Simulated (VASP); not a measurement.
Given:

```yaml
crystal:
  lattice:
    - [0.00000, 2.66032, 2.67517]
    - [2.67865, 0.00000, 2.67517]
    - [2.67865, 2.66032, 0.00000]
  atoms:
    - { symbol: Cd, position: [0.00000, 0.00000, 0.00000] }
    - { symbol: F, position: [0.25000, 0.25000, 0.25000] }
    - { symbol: F, position: [0.74567, 0.75433, 0.75433] }
```

All values below come from PBE GGA, VASP's PBE PAW potentials (set 64) (plane waves; VASP). Numerical set-up: 520 eV cut-off, 7×7×7 Γ-centred mesh, Fermi-Dirac smearing of 0.050 eV, potentials Cd F.

Question: Estimate the energy per atom (σ→0), pressure, largest force.

Answer: 
```json
{
 "energy per atom (σ→0)": "-3.603 eV/atom",
 "pressure": "9.54 GPa",
 "largest_force": "0.128 eV/Å"
}
```

The absolute energy has meaning only against runs of the same code, potentials and settings.

The compound is CdF2 in the fluorite structure. The cell was not relaxed at this level, atoms are displaced from their ideal sites. The run is one of a series of settings (ISMEAR = -1 against the base run), some of them coarse on purpose.
